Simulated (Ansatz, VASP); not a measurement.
# MoF2 (1T MoF2 monolayer) in two plane-wave programs, part 2 of 3

Aim: how closely do two programs agree when they are given the same cell, functional and k mesh? Of the first pair: The structure shown is the start of the Ansatz relaxation below; VASP solves that cell, so the two are compared at the walk's first step.

VASP 6.6.1 and Ansatz 0.2.0.

So far: Set-up; Ansatz: relaxation, PBE, DFT+U.

## (3) VASP: single point, PBE, DFT+U, start cell, pair 1

Level of this step: PBE, DFT+U (Mo d 2 eV), zero-moment start; plane waves and PAW (Mo_sv, F) (VASP).

The same cell, functional, mesh and smearing now go to VASP, with its own data sets.

Lines of VASP's logs that name or quote its potential files are left out, and so is its time.

Input file INCAR:

```
SYSTEM = MoF2
PREC = Accurate
ENCUT = 520
EDIFF = 1E-06
NELM = 200
ISMEAR = -1
SIGMA = 0.05
LREAL = .FALSE.
ALGO = Normal
GGA = PE
NBANDS = 21
ISPIN = 2
MAGMOM = -0 0 0
LDAU = .TRUE.
LDAUTYPE = 2
LDAUL = 2 -1
LDAUU = 2 0
LDAUJ = 0 0
LDAUPRINT = 1
LASPH = .TRUE.
LMAXMIX = 4
LORBIT = 11
LWAVE = .FALSE.
LCHARG = .FALSE.
ISIF = 2
GGA_COMPAT = .FALSE.
```

Input file POSCAR:

```
MoF2
1.0
    2.7981080000      0.0000000000      0.0000000000
   -1.3990540000      2.4232330000      0.0000000000
    0.0000000000      0.0000000000     15.4300000000
Mo F
1 2
Direct
    0.0000000000      0.0000000000      0.5000000000
    0.3333331958      0.6666663916      0.5952639663
    0.6666665979      0.3333331958      0.4047360337
```

Input file KPOINTS:

```
Automatic mesh
0
Gamma
10 10 1
0 0 0
```

Potentials, in the order of the species: Mo_sv and F (PBE family, release 64).

Launch:

```sh
$ mpirun -np 1 vasp_std
```

Numbers of over 12 decimals in the logs are rounded to 6 here.

The log of the run:

```text
[banner, memory and clock lines left out]
running    1 mpi-ranks, on    1 nodes
 distrk:  each k-point on    1 cores,    1 groups
 distr:  one band on    1 cores,    1 groups

 POSCAR found type information on POSCAR MoF
 POSCAR found :  2 types and       3 ions
 LDA part: xc-table for (Slater+PW92), standard interpolation
 POSCAR, INCAR and KPOINTS ok, starting setup
 FFT: planning ... GRIDC
 FFT: planning ... GRID_SOFT
 FFT: planning ... GRID
 WAVECAR not read
 entering main loop
       N       E                     dE             d eps       ncg     rms          rms(c)
DAV:   1     0.240950898986E+03    0.24095E+03   -0.16599E+04  1400   0.117E+03
DAV:   2    -0.706648613359E+01   -0.24802E+03   -0.24192E+03  1516   0.326E+02
DAV:   3    -0.184641221608E+02   -0.11398E+02   -0.11187E+02  1359   0.700E+01
DAV:   4    -0.185939923250E+02   -0.12987E+00   -0.12976E+00  1297   0.785E+00
DAV:   5    -0.185959302639E+02   -0.19379E-02   -0.19372E-02  1444   0.822E-01    0.202E+01
DAV:   6    -0.171995152477E+02    0.13964E+01   -0.77430E+00  1241   0.225E+01    0.861E+00
DAV:   7    -0.172156296076E+02   -0.16114E-01   -0.81082E-01  1241   0.764E+00    0.477E+00
DAV:   8    -0.172373089411E+02   -0.21679E-01   -0.16014E-01  1341   0.326E+00    0.540E-01
DAV:   9    -0.172369078994E+02    0.40104E-03   -0.17569E-02  1256   0.111E+00    0.200E-01
DAV:  10    -0.172371600566E+02   -0.25216E-03   -0.55151E-04  1278   0.188E-01    0.722E-02
DAV:  11    -0.172371729605E+02   -0.12904E-04   -0.10052E-04  1292   0.891E-02    0.221E-02
DAV:  12    -0.172371866465E+02   -0.13686E-04   -0.16596E-05  1292   0.304E-02    0.118E-02
DAV:  13    -0.172372062583E+02   -0.19612E-04   -0.34502E-06  1334   0.115E-02    0.689E-03
DAV:  14    -0.172373006651E+02   -0.94407E-04   -0.20216E-05  1306   0.216E-02    0.102E-02
DAV:  15    -0.172373330145E+02   -0.32349E-04   -0.59694E-06  1411   0.121E-02    0.463E-03
DAV:  16    -0.172373687801E+02   -0.35766E-04   -0.15239E-06  1328   0.724E-03    0.219E-03
DAV:  17    -0.172373897918E+02   -0.21012E-04   -0.34296E-07   964   0.318E-03    0.131E-03
DAV:  18    -0.172374044005E+02   -0.14609E-04   -0.32532E-07  1020   0.233E-03    0.645E-04
DAV:  19    -0.172374131712E+02   -0.87707E-05   -0.25284E-07   971   0.196E-03    0.250E-04
DAV:  20    -0.172374152819E+02   -0.21107E-05   -0.60508E-08   936   0.889E-04    0.177E-04
DAV:  21    -0.172374159804E+02   -0.69848E-06   -0.18929E-08   864   0.503E-04
   1 F= -.17237416E+02 E0= -.17234339E+02  d E =-.615438E-02  mag=    -0.0000
```

Parts of OUTCAR (step 3):

```text
ion  position               nearest neighbor table
   1  0.000  0.000  0.500-   2 2.18   3 2.18   3 2.18   2 2.18   2 2.18   3 2.18
   2  0.333  0.667  0.595-   1 2.18   1 2.18   1 2.18
   3  0.667  0.333  0.405-   1 2.18   1 2.18   1 2.18

  LATTYP: Found a hexagonal cell.
 ALAT       =     2.7981080000
 C/A-ratio  =     5.5144404719

 Subroutine GETGRP returns: Found 12 space group operations
 (whereof 12 operations were pure point group operations)

The static configuration has the point symmetry D_3d.

 Found     14 irreducible k-points:

   k-points           NKPTS =     14   k-points in BZ     NKDIM =     14   number of bands    NBANDS=     21

   dimension x,y,z NGX =    24 NGY =   24 NGZ =  120
   dimension x,y,z NGXF=    48 NGYF=   48 NGZF=  240

   ENCUT  =  520.0 eV  38.22 Ry    6.18 a.u.   5.20  5.20 28.69*2*pi/ulx,y,z

   NELECT =      28.0000    total number of electrons

 k-points in reciprocal lattice and weights: Automatic mesh
   0.00000000  0.00000000  0.00000000       0.010
   0.10000000  0.00000000  0.00000000       0.060
   0.20000000  0.00000000  0.00000000       0.060
   0.30000000  0.00000000  0.00000000       0.060
   0.40000000  0.00000000  0.00000000       0.060
   0.50000000  0.00000000  0.00000000       0.030
   0.10000000  0.10000000  0.00000000       0.060
   0.20000000  0.10000000  0.00000000       0.120
   0.30000000  0.10000000  0.00000000       0.120
[...]
0.40000000  0.20000000  0.00000000       0.060
   0.30000000  0.30000000  0.00000000       0.060

atom =   1  type =  1  l = 2

 onsite density matrix

spin component  1

  0.5145 -0.0000  0.0000  0.1627  0.0000
 -0.0000  0.2289  0.0000  0.0000  0.1627
  0.0000  0.0000  0.5032 -0.0000  0.0000
  0.1627  0.0000 -0.0000  0.2289 -0.0000
  0.0000  0.1627  0.0000 -0.0000  0.5145

spin component  2

 occupancies and eigenvectors

  o =  0.1552  v =  0.0000  0.0000  0.0000  0.0000  0.0000  0.4125 -0.0000 -0.0000 -0.9110  0.0000      0.0000  0.0000  0.0000  0.0000  0.0000  0.0000  0.0000  0.0000  0.0000  0.0000
  o =  0.1552  v =  0.4125 -0.0000 -0.0000 -0.9110  0.0000  0.0000  0.0000  0.0000  0.0000  0.0000      0.0000  0.0000  0.0000  0.0000  0.0000  0.0000  0.0000  0.0000  0.0000  0.0000
  o =  0.1552  v =  0.0000  0.0000  0.0000  0.0000  0.0000 -0.0000 -0.9110 -0.0000  0.0000  0.4125      0.0000  0.0000  0.0000  0.0000  0.0000  0.0000  0.0000  0.0000  0.0000  0.0000
  o =  0.1552  v = -0.0000 -0.9110 -0.0000  0.0000  0.4125  0.0000  0.0000  0.0000  0.0000  0.0000      0.0000  0.0000  0.0000  0.0000  0.0000  0.0000  0.0000  0.0000  0.0000  0.0000
  o =  0.5032  v =  0.0000  0.0000  0.0000  0.0000  0.0000  0.0000 -0.0000  1.0000 -0.0000 -0.0000      0.0000  0.0000  0.0000  0.0000  0.0000  0.0000  0.0000  0.0000  0.0000  0.0000
  o =  0.5032  v =  0.0000 -0.0000  1.0000 -0.0000 -0.0000  0.0000  0.0000  0.0000  0.0000  0.0000      0.0000  0.0000  0.0000  0.0000  0.0000  0.0000  0.0000  0.0000  0.0000  0.0000
  o =  0.5882  v =  0.0000  0.0000  0.0000  0.0000  0.0000 -0.9110  0.0000  0.0000 -0.4125  0.0000      0.0000  0.0000  0.0000  0.0000  0.0000  0.0000  0.0000  0.0000  0.0000  0.0000
  o =  0.5882  v =  0.0000  0.0000  0.0000  0.0000  0.0000 -0.0000 -0.4125 -0.0000 -0.0000 -0.9110      0.0000  0.0000  0.0000  0.0000  0.0000  0.0000  0.0000  0.0000  0.0000  0.0000
  o =  0.5882  v = -0.9110  0.0000  0.0000 -0.4125  0.0000  0.0000  0.0000  0.0000  0.0000  0.0000      0.0000  0.0000  0.0000  0.0000  0.0000  0.0000  0.0000  0.0000  0.0000  0.0000
  o =  0.5882  v = -0.0000 -0.4125 -0.0000 -0.0000 -0.9110  0.0000  0.0000  0.0000  0.0000  0.0000      0.0000  0.0000  0.0000  0.0000  0.0000  0.0000  0.0000  0.0000  0.0000  0.0000

 average (electrostatic) potential at core
       1 -83.8730       2 -82.9124       3 -82.9124

 E-fermi :  -0.3519

 spin component 1
 k-point     1 :       0.0000    0.0000    0.0000
  band No.  band energies     occupation
    ...
     11      -6.9031      1.00000
     12      -6.9031      1.00000
     13      -4.0020      1.00000
     14      -2.1571      1.00000
     15      -2.1571      1.00000
     16       0.9262      0.00000
     17       1.0421      0.00000
     18       1.0421      0.00000
     19       3.5522      0.00000
     20       3.9474      0.00000
    ...

 k-point     2 :       0.1000    0.0000    0.0000
  band No.  band energies     occupation
    ...
     11      -7.2584      1.00000
     12      -6.9798      1.00000
     13      -3.8362      1.00000
     14      -2.3858      1.00000
     15      -1.9085      1.00000
     16       0.8167      0.00000
     17       1.0894      0.00000
     18       1.3281      0.00000
     19       3.9434      0.00000
     20       4.1862      0.00000
    ...

 k-point     3 :       0.2000    0.0000    0.0000
  band No.  band energies     occupation
    ...
     11      -7.5225      1.00000
     12      -7.1326      1.00000
     13      -3.7430      1.00000
     14      -2.4063      1.00000
     15      -1.1894      1.00000
     16       0.5835      0.00000
     17       1.2157      0.00000
     18       2.2804      0.00000
     19       4.8121      0.00000
     20       4.8965      0.00000
    ...

 k-point     4 :       0.3000    0.0000    0.0000
  band No.  band energies     occupation
    ...
     10      -7.8383      1.00000
     11      -7.7915      1.00000
     12      -7.2289      1.00000
     13      -4.2308      1.00000
     14      -1.3648      1.00000
     15      -0.1632      0.02246
     16       0.5930      0.00000
     17       1.4256      0.00000
     18       3.3606      0.00000
     19       6.0231      0.00000
    ...

 k-point     5 :       0.4000    0.0000    0.0000
  band No.  band energies     occupation
    ...
      9      -8.4612      1.00000
     10      -7.9915      1.00000
     11      -7.7899      1.00000
     12      -7.2663      1.00000
     13      -4.6688      1.00000
     14      -0.0682      0.00342
     15       0.6429      0.00000
     16       0.7266      0.00000
     17       1.8637      0.00000
     18       4.3292      0.00000
    ...

 k-point     6 :       0.5000    0.0000    0.0000
  band No.  band energies     occupation
    ...
      9      -8.7677      1.00000
     10      -8.0544      1.00000
     11      -7.6826      1.00000
     12      -7.2776      1.00000
     13      -4.8293      1.00000
     14       0.4896      0.00000
     15       0.8364      0.00000
     16       0.8518      0.00000
     17       2.2225      0.00000
     18       4.8719      0.00000
    ...

  Total        0.1470106      0.1470106      0.5957543      0.0000000      0.0000000      0.0000000
  in kB        2.2513010      2.2513017      9.1233057      0.0000000      0.0000000      0.0000000
  external PRESSURE =       4.5419695 kB  Pullay stress =       0.0000000 kB

  energy-cutoff  :      520.00
  volume of cell :      104.62
      direct lattice vectors                 reciprocal lattice vectors
     2.798108000  0.000000000  0.000000000     0.357384347  0.206335916  0.000000000
    -1.399054000  2.423233000  0.000000000     0.000000000  0.412671831  0.000000000
     0.000000000  0.000000000 15.430000000     0.000000000  0.000000000  0.064808814

 POSITION                                       TOTAL-FORCE (eV/Angst)
 -----------------------------------------------------------------------------------
      0.00000      0.00000      7.71500         0.000000     -0.000000      0.000000
      0.00000      1.61549      9.18492         0.000000      0.000000      0.235958
      1.39905      0.80774      6.24508        -0.000000     -0.000000     -0.235958
 -----------------------------------------------------------------------------------
    total drift:                                0.000000      0.001798      0.000000

  FREE ENERGIE OF THE ION-ELECTRON SYSTEM (eV)
  ---------------------------------------------------
  free  energy   TOTEN  =       -17.2374159804 eV

  energy  without entropy=      -17.2312615975  energy(sigma->0) =      -17.23433879

 total charge
# of ion       s       p       d       tot
------------------------------------------
    1        2.215   6.139   3.931  12.284
    2        1.741   4.326   0.000   6.067
    3        1.741   4.326   0.000   6.067
--------------------------------------------------
tot          5.697  14.790   3.931  24.418

 magnetization (x)
# of ion       s       p       d       tot
------------------------------------------
    1       -0.000  -0.000   0.000   0.000
    2        0.000   0.000   0.000   0.000
    3        0.000   0.000   0.000   0.000
--------------------------------------------------
tot         -0.000   0.000   0.000   0.000

[... 4 further parts left out ...]
```

This run allows spin, but its moments start at zero, where symmetry between the spins tends to hold them, although Mo can carry a moment.

## (4) Side by side

Known differences besides the potentials themselves: U acts on the PAW sphere in VASP and on atomic orbitals in Ansatz, so only states and trends compare; the cutoff is 420 eV in Ansatz and 520 eV in VASP. Total energies have different zeros and are not compared.

Forces (eV/Å; atoms numbered as in POSCAR):

```csv
atom,"Ansatz x, y, z","VASP x, y, z"
Mo1,"0.000, 0.000, 0.000","0.000, 0.000, 0.000"
F2,"0.000, 0.000, 0.040","0.000, 0.000, 0.236"
F3,"0.000, 0.000, -0.040","0.000, 0.000, -0.236"
```

The forces differ by 92 meV/Å r.m.s., where the r.m.s. force is 0.019 eV/Å in Ansatz and 0.111 eV/Å in VASP: the atoms lie near their places of rest in Ansatz, so a percentage would say little (all taken over all components). Moments aren't recorded for both runs of this pair, so they may hold unlike magnetic states. With vacuum in the cell, a pressure given here is an average over mostly empty space and none of the material.

## (5) Ansatz: relaxation, PBE, DFT+U

This run makes the geometry at which the two programs are then compared.

The structure compared here is the end of the Ansatz relaxation.

Input file input.yaml:

```yaml
crystal:
  lattice:
    - [2.7981081461, 0.0, 0.0]
    - [-1.399054073, 2.423232737, 0.0]
    - [0.0, 0.0, 15.43]
  atoms:
    - { symbol: Mo, position: [0.0, 0.0, 0.5], spin: 2.0 }
    - { symbol: F, position: [0.3333333333, 0.6666666667, 0.5952639598] }
    - { symbol: F, position: [0.6666666667, 0.3333333333, 0.4047360402] }
magnetization:
  spin_polarized: true
kpoints:
  mp_grid: { grid: [10, 10, 1] }
scf:
  occupations: { method: fermi_dirac, width: 0.05 }
  max_iter: 100
hamiltonian:
  xc: pbe
  hubbard: { sites: [{ species: Mo, l: d, u_eff: 2.0 }] }
relax:
  adjacent_minimum: "off"
  f_tol: 0.01
  max_steps: 60
  cell: { fix: [c, alpha, beta] }
```

Launch:

```sh
$ ansatz run input.yaml --threads 4 --pin off --max-ram 10240MiB --backend cpu --events-out ev --progress --plain --runs-dir out
```

The log of the run:

```text
[...]
Crystal: 3 atoms, lattice volume = 104.623 Å³
Basis set: ecut = 420 eV, 2067 PW (Γ), exchange–correlation on 40×40×216 points (8 copies of the dense FFT grid, shifted against one another)
Bands: 19, of which v1, the nominal top of the filled ones, is band 14 counted from 1 (13 counted from 0)
Symmetry: 12 space group operations
[...]
Occupation matrices written to <dir>
--- Relaxed structure (3 steps of the walk, 3 accepted, 1 SCFs on fresh bases) ---
[...]
cell:  # Å, volume = 104.2668 Å³
    - [2.793347, -2.8818391204784893e-11, 0]
    - [-1.396673, 2.419109, 0]
    - [0, 0, 15.43]
  atoms:
    - { symbol: Mo, position: [0, 0, 0.500000] }
    - { symbol: F, position: [0.333333, 0.666667, 0.595515] }
    - { symbol: F, position: [0.666667, 0.333333, 0.404485] }
[key lines of the parts left out:]
SCF converged after 5 iterations
Magnetization: -0.0000 μB (14.0000 up, 14.0000 down)
Free energy (F): -6569.959312 eV
Fermi energy:    1.244030 eV
P = ⅓ Tr σ = -0.0095 GPa (-0.095 kbar)
```

## (6) VASP: single point, PBE, DFT+U, relaxed cell, pair 2

The same cell, functional, mesh and smearing now go to VASP, with its own data sets.

INCAR, as its differences from that of step 3:

```diff
@@ -2,3 +2,3 @@
 PREC = Accurate
-ENCUT = 520
+ENCUT = 600
 EDIFF = 1E-06
```

Input file POSCAR:

```
MoF2
1.0
    2.7933465280      0.0000000000      0.0000000000
   -1.3966732640      2.4191090549      0.0000000000
    0.0000000000      0.0000000000     15.4300000000
Mo F
1 2
Direct
    0.0000000000      0.0000000000      0.5000000000
    0.3333333333      0.6666666667      0.5955154622
    0.6666666667      0.3333333333      0.4044845378
```

KPOINTS is that of step 3.

Launch:

```sh
$ mpirun -np 1 vasp_std
```

The log of the run:

```text
[... set-up lines as in an earlier step ...]
 entering main loop
       N       E                     dE             d eps       ncg     rms          rms(c)
DAV:   1     0.258325968798E+03    0.25833E+03   -0.17454E+04  1384   0.130E+03
DAV:   2    -0.664973750378E+01   -0.26498E+03   -0.25686E+03  1500   0.342E+02
DAV:   3    -0.184675742367E+02   -0.11818E+02   -0.11626E+02  1352   0.735E+01
DAV:   4    -0.185971111856E+02   -0.12954E+00   -0.12933E+00  1325   0.806E+00
[...]
DAV:  19    -0.172418753083E+02   -0.82063E-05   -0.21654E-07   955   0.184E-03    0.265E-04
DAV:  20    -0.172418775021E+02   -0.21938E-05   -0.53670E-08   919   0.840E-04    0.193E-04
DAV:  21    -0.172418784547E+02   -0.95261E-06   -0.28027E-08   886   0.571E-04
   1 F= -.17241878E+02 E0= -.17238809E+02  d E =-.613881E-02  mag=    -0.0000
```

From OUTCAR (step 6):

```text
  Total        0.2269365      0.2269365      0.4514936      0.0000000     -0.0000000      0.0000000
  in kB        3.4871350      3.4871350      6.9377070      0.0000000     -0.0000000      0.0000000
  external PRESSURE =       4.6373257 kB  Pullay stress =       0.0000000 kB

 POSITION                                       TOTAL-FORCE (eV/Angst)
 -----------------------------------------------------------------------------------
      0.00000      0.00000      7.71500        -0.000000      0.000000      0.000000
     -0.00000      1.61274      9.18880         0.000000     -0.000000      0.193639
      1.39667      0.80637      6.24120         0.000000      0.000000     -0.193639
 -----------------------------------------------------------------------------------
    total drift:                               -0.000000      0.000000     -0.000000

  FREE ENERGIE OF THE ION-ELECTRON SYSTEM (eV)
  ---------------------------------------------------
  free  energy   TOTEN  =       -17.2418784547 eV

  energy  without entropy=      -17.2357396458  energy(sigma->0) =      -17.23880905

 magnetization (x)
# of ion       s       p       d       tot
------------------------------------------
    1        0.000   0.000   0.000   0.000
    2       -0.000   0.000   0.000   0.000
    3       -0.000   0.000   0.000   0.000
--------------------------------------------------
tot         -0.000   0.000   0.000   0.000

[... 1 part as in an earlier step ...]

[... 2 further parts left out ...]
[key lines of the parts left out:]
E-fermi :  -0.3430
```

## (7) Comparison

What differs besides the data sets and the points named for the pairs above, as far as they apply: the cutoff is 420 eV in Ansatz and 600 eV in VASP; Ansatz's pressure holds a Pulay correction, VASP's none. Total energies have different zeros and are not compared.

Compared:

```csv
quantity,Ansatz,VASP,difference
pressure (GPa),-0.01,0.46,-0.47
```

Forces (eV/Å; atoms numbered as in POSCAR):

```csv
atom,"Ansatz x, y, z","VASP x, y, z"
Mo1,"0.000, 0.000, 0.000","0.000, 0.000, 0.000"
F2,"0.000, 0.000, 0.000","0.000, 0.000, 0.194"
F3,"0.000, 0.000, 0.000","0.000, 0.000, -0.194"
```

The forces differ by 91 meV/Å r.m.s., where the r.m.s. force is 0.000 eV/Å in Ansatz and 0.091 eV/Å in VASP: the atoms lie near their places of rest in Ansatz, so a percentage would say little (all taken over all components). With vacuum in the cell, a pressure given here is an average over mostly empty space and none of the material.

(Part 2 of 3 ends here.)

[Lines on the potential files, build, host, timing and source positions are cut from VASP's logs without a mark.]

[Logs are printed without paths, hosts, clocks, repeated set-up lines and the standing remarks that a program may print on its own settings, such as how far it seeks lower states.]

[Hosts, paths, dates, database ids (printed as entryN), source tags and the programs' standing remarks are cut or masked in the printed files.]
